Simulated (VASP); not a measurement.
**AlB3P4: relaxation of cell and atoms with PBE**

Crystal: AlB3P4.

```
Al B P
1.0
    -2.40364    2.40364    4.77806
     2.40364   -2.40364    4.77806
     2.40364    2.40364   -4.77806
Al B P
1 3 4
Direct
  0.00000 0.00000 0.00000
  0.50000 0.50000 0.00000
  0.75000 0.25000 0.50000
  0.25000 0.75000 0.50000
  0.14265 0.58820 0.00000
  0.58820 0.14265 0.00000
  0.85735 0.85735 0.44555
  0.41180 0.41180 0.55445
```

The cell was built by a generator and needn't be a form met in nature.

| Quantity | Value |
| --- | --- |
| Program | VASP 6.6.1 |
| Task | relaxation of cell and atoms |
| Functional | PBE |
| Potentials or basis | VASP PAW PBE potentials, release 64 (Al, B, P) |
| Cutoff | 520 eV |
| k mesh | 8 × 8 × 8 |
| Occupations | gaussian, width 0.03 eV |
| Spin | no spin polarisation |
| Further INCAR settings | ALGO = Normal; EDIFF = 1e-07; IBRION = 2; POTIM = 0.3; EDIFFG = -0.005; NSW = 60; ISIF = 3 |

```yaml
Pressure_after_relaxing: 0.0 GPa
Largest_force_after_relaxing: 0.004 eV/Å
Band_gap_on_the_k_mesh: 0.92 eV, indirect (least direct gap 0.93 eV)
```

Forces in eV/Å, atoms in the order of the input:
```
Al   0.000  0.000  0.000
B    0.000  0.000  0.000
B    0.000  0.000  0.000
B    0.000  0.000  0.000
P   -0.001  0.001  0.004
P    0.001 -0.001  0.004
P   -0.001 -0.001 -0.004
P    0.001  0.001 -0.004
```

Final structure:
```
Al B P
1.0
    -2.40364    2.40364    4.77806
     2.40364   -2.40364    4.77806
     2.40364    2.40364   -4.77806
Al B P
1 3 4
Direct
  0.00000 0.00000 0.00000
  0.50000 0.50000 0.00000
  0.75000 0.25000 0.50000
  0.25000 0.75000 0.50000
  0.14265 0.58820 0.00000
  0.58820 0.14265 0.00000
  0.85735 0.85735 0.44555
  0.41180 0.41180 0.55445
```

Levels at points of the mesh, in eV from the valence-band top:
| k point | band 12 | band 13 | band 14 | band 15 | band 16 | band 17 | band 18 | band 19 | band 20 | band 21 |
| --- | --- | --- | --- | --- | --- | --- | --- | --- | --- | --- |
| (0.00, 0.00, 0.00) | -3.63 | -3.63 | -0.29 | 0.00 | 0.00 | 0.93 | 1.13 | 3.16 | 3.16 | 3.25 |
| (0.50, 0.00, 0.00) | -3.76 | -3.40 | -2.38 | -1.87 | -1.56 | 2.99 | 3.15 | 3.65 | 3.86 | 4.50 |
| (0.50, 0.50, 0.00) | -2.32 | -1.91 | -1.76 | -0.92 | -0.90 | 2.32 | 2.98 | 3.15 | 3.82 | 4.17 |
| (0.50, 0.50, 0.50) | -3.24 | -3.24 | -2.85 | -1.67 | -1.67 | 1.33 | 1.45 | 1.45 | 1.46 | 1.63 |

It took 43 s on 4 MPI ranks on Intel(R) Xeon(R) Platinum 8488C (Sapphire Rapids) (shared host), peak memory 0.36 GiB a rank.

Caveat: the relaxation stopped at its first step, so nothing moved. As with any semilocal functional, this PBE gap is likely too small.
